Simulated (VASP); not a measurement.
Data:

```
LuTe
1.0
    3.95411     0.00000     0.00000
   -1.97705     3.42436     0.00000
    0.00000     0.00000     3.93578
Lu Te
1 1
Direct
  0.00000   0.00000   0.50000
  0.66667   0.33333   0.00000
```

Computed with PBEsol GGA with spin-orbit coupling, VASP's PBE PAW potentials (set 64) (plane waves; VASP). Settings: 400 eV cut-off, 10×10×8 Γ-centred mesh, Gaussian smearing of 0.050 eV, potentials Lu_3 Te.

Task: The job: LuTe (space group P-6m2), 2 atoms, PBEsol+SOC, static run, 400 eV, 10×10×8 Γ-centred mesh. Roughly how much core time does it take on a busy server core?

Result: About 2 core-minutes (one run on a shared machine, a rough figure). It had 110 irreducible k-points, 22 bands, up to 1972 plane waves and 12 electronic steps.

The structure comes from a computed database's LuTe entry (P-6m2); how it stands against other phases isn't given here. It was relaxed first.
